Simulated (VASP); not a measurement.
```xyz
2
Lattice="4.0108 0.0000 0.0000 0.0000 4.0108 0.0000 0.0000 0.0000 4.0108" Properties=species:S:1:pos:R:3 pbc="T T T"
Cs     0.0000     0.0000     0.0000
I      2.0054     2.0054     2.0054
```

All values below come from LDA (Ceperley-Alder, Perdew-Zunger), VASP's LDA PAW potentials (set 64) (plane waves; VASP). Run with 500 eV cut-off, 7×7×7 Γ-centred mesh, Gaussian smearing of 0.050 eV, potentials Cs_sv I.

Energy and stress use the plane-wave basis of the starting cell.

Task: The ions, cell shape and volume at an external pressure of 20.0 GPa are relaxed. What does this cell relax into?

Result: 
```xyz
2
Lattice="3.8434 0.0000 0.0000 0.0000 3.8434 0.0000 0.0000 0.0000 3.8434" Properties=species:S:1:pos:R:3 pbc="T T T"
Cs     0.0000     0.0000     0.0000
I      1.9217     1.9217     1.9217
```
Space group Pm-3m (221), at a tolerance of 0.03 Å.

Task: How do energy and volume change from the first to the last step?

Result: The energy (σ→0) changes by +348.7 meV/atom and the volume by -12.0 %, in 4 ionic steps.

The compound is CsI in the CsCl type structure. This run relaxes it under an external pressure of 20 GPa. Symmetry was kept, so distortions that lower it aren't found.
